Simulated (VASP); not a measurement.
Input:

```
CELL_PARAMETERS angstrom
      0.00000     2.29545     2.29545
      2.29545     0.00000     2.29545
      2.29545     2.29545     0.00000
ATOMIC_POSITIONS crystal
  Hf 0.00000 0.00000 0.00000
  N  0.50000 0.50000 0.50000
```

These are vdW-DF-cx, VASP's PBE PAW potentials (set 64) (plane waves; VASP 6.6.1) values and carry that method's errors. Run with 520 eV cut-off, 14×14×14 Γ-centred mesh, first-order Methfessel-Paxton smearing of 0.10 eV, potentials Hf_pv N.

Task: Give the stress tensor in GPa (positive for a compressed cell).

Result: 
```
-14.78    0.00    0.00
  0.00  -14.78    0.00
  0.00    0.00  -14.78
```
The pressure is its mean diagonal, -14.78 GPa.

The compound is HfN in the rock salt structure. This cell is one point of a volume scan, at 1.06 of the reference volume. The electron count is odd and the run is not spin-polarised, which forces a metal.
